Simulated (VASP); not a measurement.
```
Eu
1.0
   -2.24369     2.24369     2.24369
    2.24369    -2.24369     2.24369
    2.24369     2.24369    -2.24369
Eu
1
Cartesian
  0.00000   0.00000   0.00000
```

These are vdW-DF2, VASP's PBE PAW potentials (set 64) (plane waves; VASP) values and carry that method's errors. Numerical set-up: 520 eV cut-off, 10×10×10 Γ-centred mesh, first-order Methfessel-Paxton smearing of 0.10 eV, potentials Eu_2.

The 4f electrons are frozen in the core of the lanthanide potential, so 4f levels, which can set the real gap, and their magnetism are missing.

Problem. Predict the energy per atom (σ→0), band gap (on the k-mesh) with the smallest direct gap where there is one.

Solution. 
```json
{
  "band gap (on the k-mesh)": "none (metal, semimetal or under 0.01 eV)",
  "energy per atom (σ→0)": "0.855 eV/atom"
}
```

The compound is Eu in the bcc structure. It was relaxed first, which changed the volume by -6 %. The start is the result of an earlier pass.
